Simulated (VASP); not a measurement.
These are TPSS meta-GGA, VASP's PBE PAW potentials (set 64) (plane waves; VASP) values and carry that method's errors.

The input files of a VASP run:

**KPOINTS**
```
K-points
0
Gamma
 10 10 10
```

### POSCAR
```
GaSb
1
    0.0000000000     3.0876393346     3.0876393346
    3.0876393346     0.0000000000     3.0876393346
    3.0876393346     3.0876393346     0.0000000000
Ga Sb
1 1
Direct
  0.0000000000   0.0000000000   0.0000000000
  0.2500000000   0.2500000000   0.2500000000
```

INCAR:
```
SYSTEM  =  GaSb
PREC  =  Accurate; ENCUT  =  520; LREAL  =  .False.
LASPH  =  .True.
EDIFF  =  1E-7; NELM  =  100; ALGO  =  Normal
LMAXMIX  =  4; LMIXTAU  =  .True.
ISMEAR  =  1; SIGMA  =  0.1
METAGGA  =  TPSS
ISIF  =  2
LWAVE  =  .False.; LCHARG  =  .False.
```

POTCAR, in this order: Ga_d Sb (PBE.64 set). Program: vasp_std.

Unless said otherwise, spin-orbit coupling is left out, though it shifts the bands of the heavy elements here.

Task: What does the run give for the energy per atom (σ→0), band gap (on the k-mesh)?

Result: 
```
Item                                                        Result
------------------------  ----------------------------------------
energy per atom (σ→0)                              -11.595 eV/atom
band gap (on the k-mesh)  none (metal, semimetal or under 0.01 eV)
```

**OSZICAR**
```
...
DAV:  20    -0.231901751483E+02    0.61518E-05   -0.16590E-06  1477   0.159E-02    0.331E-03
DAV:  21    -0.231901815354E+02   -0.63871E-05   -0.26964E-06  1235   0.242E-02    0.863E-03
DAV:  22    -0.231901916930E+02   -0.10158E-04   -0.75679E-06  1227   0.336E-02    0.106E-02
DAV:  23    -0.231901921128E+02   -0.41987E-06   -0.45732E-07  1365   0.748E-03    0.762E-03
DAV:  24    -0.231901923593E+02   -0.24646E-06   -0.10919E-06  1237   0.123E-02    0.257E-03
DAV:  25    -0.231901925185E+02   -0.15923E-06   -0.25495E-07  1396   0.481E-03    0.812E-04
DAV:  26    -0.231901924352E+02    0.83335E-07   -0.11654E-07  1073   0.320E-03
   1 F= -.23190192E+02 E0= -.23190213E+02  d E =0.628794E-04
```

The compound is GaSb in the zinc blende structure. It was relaxed first.
